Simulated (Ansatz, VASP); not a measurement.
## One calculation of ZnPt, two programs

The input INCAR:

```
PREC     = Accurate       # precision mode
ENCUT    = 520            # plane-wave cutoff, eV
EDIFF    = 1E-7           # SCF threshold, eV
ISMEAR   = 0              # smearing method
SIGMA    = 0.15           # smearing width, eV
LREAL    = False          # projectors in reciprocal space
LASPH    = True           # aspherical terms in the spheres
NELM     = 100            # most SCF steps
ALGO     = Fast           # electronic algorithm
ISIF     = 2              # what is computed and relaxed
LWAVE    = False          # write WAVECAR
LCHARG   = False          # write CHGCAR
NBANDS   = 18             # bands
```

The input KPOINTS:

```
Automatic mesh
0
Gamma
  16 16 14
```

Contents of POSCAR:

```
ZnPt
1.0
    2.6348800000      0.0000000000      0.0000000000
    0.0000000000      2.6348800000      0.0000000000
    0.0000000000      0.0000000000      3.2292000000
Zn Pt
1 1
Direct
    0.5000000000      0.5000000000      0.5000000000
    0.0000000000      0.0000000000      0.0000000000
```

Input for Ansatz:

```yaml
crystal:
  lattice:
    - [2.63488, 0.0, 0.0]
    - [0.0, 2.63488, 0.0]
    - [0.0, 0.0, 3.2292]
  atoms:
    - { symbol: Zn, position: [0.5, 0.5, 0.5] }
    - { symbol: Pt, position: [0.0, 0.0, 0.0] }
basis:
  ecutwfc: 420
kpoints:
  mp_grid: { grid: [16, 16, 14] }
hamiltonian:
  xc: lda
scf:
  occupations: { method: gaussian, width: 0.15 }
output:
  forces: true
  stress: true
  eigenvalues: true
```

Change from the starting cell: strain -0.080 along x and y, -0.080 along z, atoms carried along.

Alike in both runs: task single point; functional LDA; k mesh 16 × 16 × 14; occupations gaussian, width 0.15 eV; no spin polarisation.

```csv
,VASP,Ansatz
version,VASP 6.6.1,Ansatz 0.2.0
potentials or method,"VASP PAW LDA potentials, release 64 (Zn, Pt)","scalar-relativistic, plane waves, PAW"
plane-wave cutoff (eV),520,420
valence electrons in the cell,22,30
```

```tsv
	VASP	Ansatz	Ansatz less VASP
gap on the k mesh at the Fermi level (eV)	none	none	-
pressure (GPa)	73.0	69.9	-3.11
largest component of the traceless stress (GPa)	3.42	3.51	+0.083
```

A gap of «none» marks a metal or a gap that the smearing closes. The two sets of potentials don't hold the same shells in valence.

Caveats: the cell as given lies far from equilibrium; so large a pressure means that the cell lies far from this level's equilibrium, or that cutoff or potentials fall short (VASP). The runs have no spin-orbit coupling, so splittings on Pt are missing.
